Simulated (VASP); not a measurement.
OSZICAR of a VASP run on InSb (relaxed from the zinc blende structure, space group F-43m):

**OSZICAR**
```
       N       E                     dE             d eps       ncg     rms          rms(c)
DAV:   1     0.974507743633E+02    0.97451E+02   -0.69627E+03   424   0.113E+03
DAV:   2    -0.161508091660E+01   -0.99066E+02   -0.97087E+02   446   0.276E+02
DAV:   3    -0.765898436683E+01   -0.60439E+01   -0.60098E+01   551   0.775E+01
DAV:   4    -0.781589063843E+01   -0.15691E+00   -0.15687E+00   515   0.151E+01
DAV:   5    -0.782218197999E+01   -0.62913E-02   -0.62912E-02   584   0.229E+00    0.404E+00
DAV:   6    -0.769893514010E+01    0.12325E+00   -0.20814E-01   560   0.844E+00    0.230E+00
DAV:   7    -0.767506313521E+01    0.23872E-01   -0.79498E-02   542   0.336E+00    0.630E-01
DAV:   8    -0.767429442080E+01    0.76871E-03   -0.83022E-03   560   0.127E+00    0.271E-01
DAV:   9    -0.767468494692E+01   -0.39053E-03   -0.77693E-04   471   0.296E-01    0.737E-02
DAV:  10    -0.767469368303E+01   -0.87361E-05   -0.41738E-05   573   0.540E-02    0.390E-02
DAV:  11    -0.767471583118E+01   -0.22148E-04   -0.37759E-05   461   0.556E-02    0.246E-02
DAV:  12    -0.767471628874E+01   -0.45756E-06   -0.12104E-06   374   0.958E-03
   1 F= -.76747163E+01 E0= -.76745377E+01  d E =-.767472E+01
       N       E                     dE             d eps       ncg     rms          rms(c)
DAV:   1    -0.774857584896E+01   -0.73860E-01   -0.18836E+00   521   0.283E+01    0.161E+00
DAV:   2    -0.768756093116E+01    0.61015E-01   -0.13110E-01   506   0.812E+00    0.610E-01
DAV:   3    -0.767699188142E+01    0.10569E-01   -0.33600E-02   546   0.373E+00    0.278E-01
DAV:   4    -0.767678185539E+01    0.21003E-03   -0.10323E-03   426   0.332E-01    0.184E-01
DAV:   5    -0.767659932270E+01    0.18253E-03   -0.15536E-04   472   0.112E-01    0.867E-02
DAV:   6    -0.767657386887E+01    0.25454E-04   -0.45713E-05   587   0.736E-02    0.138E-02
DAV:   7    -0.767657508666E+01   -0.12178E-05   -0.32352E-06   481   0.329E-02    0.410E-03
DAV:   8    -0.767657543705E+01   -0.35039E-06   -0.87296E-07   213   0.182E-02
   2 F= -.76765754E+01 E0= -.76763969E+01  d E =-.185915E-02
       N       E                     dE             d eps       ncg     rms          rms(c)
DAV:   1    -0.768270270726E+01   -0.61276E-02   -0.14671E-01   521   0.765E+00    0.470E-01
DAV:   2    -0.767772586355E+01    0.49768E-02   -0.11121E-02   501   0.241E+00    0.169E-01
DAV:   3    -0.767692449696E+01    0.80137E-03   -0.24621E-03   546   0.101E+00    0.843E-02
DAV:   4    -0.767691023287E+01    0.14264E-04   -0.77326E-05   426   0.847E-02    0.553E-02
DAV:   5    -0.767690183282E+01    0.84000E-05   -0.12990E-05   495   0.347E-02    0.242E-02
DAV:   6    -0.767690315550E+01   -0.13227E-05   -0.34463E-06   506   0.195E-02    0.439E-03
DAV:   7    -0.767690287332E+01    0.28217E-06   -0.19904E-07   213   0.774E-03
   3 F= -.76769029E+01 E0= -.76767243E+01  d E =-.218658E-02
```

Problem. Which electronic solver shows in the log?

Solution. It is blocked Davidson (ALGO = Normal, or the opening steps of other solvers). The INCAR had ALGO = Normal.

Problem. Can the final energy be trusted as converged?

Solution. The calculation finished and met its thresholds. It stopped with EDIFF = 1E-6, NELM = 100, NSW = 60 and EDIFFG = -0.01 after 3 ionic steps (PBEsol GGA, plane waves, VASP's PBE PAW potentials (set 64)).

The structure was generated: InSb was put into the zinc blende type (F-43m), which need not be its known phase. This run relaxes it. Symmetry was kept, so distortions that lower it aren't found.
